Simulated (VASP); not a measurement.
Here is the system:

```
ZrGe
1.0
    0.00000     2.96137     2.96137
    2.96137     0.00000     2.96137
    2.96137     2.96137     0.00000
Ge Zr
1 1
Direct
  0.99875   0.00205   0.99869
  0.50125   0.49795   0.50131
```

Level of theory: PBE GGA, VASP's PBE PAW potentials (set 64) (plane waves; VASP). Run with 300 eV cut-off, 5×5×5 Γ-centred mesh, Fermi-Dirac smearing of 0.050 eV, potentials Ge_d Zr_sv.

At this cut-off the stress carries a Pulay error, which pulls relaxed volumes low.

Give the force on each atom (eV/Å).

| atom | Fx | Fy | Fz |
|---|---|---|---|
| Ge1 | -0.014 | 0.048 | -0.015 |
| Zr2 | 0.014 | -0.048 | 0.015 |

Give the stress tensor in GPa (positive for a compressed cell).

```
-16.54    0.01    0.00
  0.01  -16.54    0.01
  0.00    0.01  -16.54
```
The pressure is its mean diagonal, -16.54 GPa.

The structure was generated: ZrGe was put into an ordered model structure, which need not be its known phase. The cell was not relaxed at this level. The k-mesh is coarse (spacing up to 0.37 per Å, 2π included), so the numbers may not be converged in it.
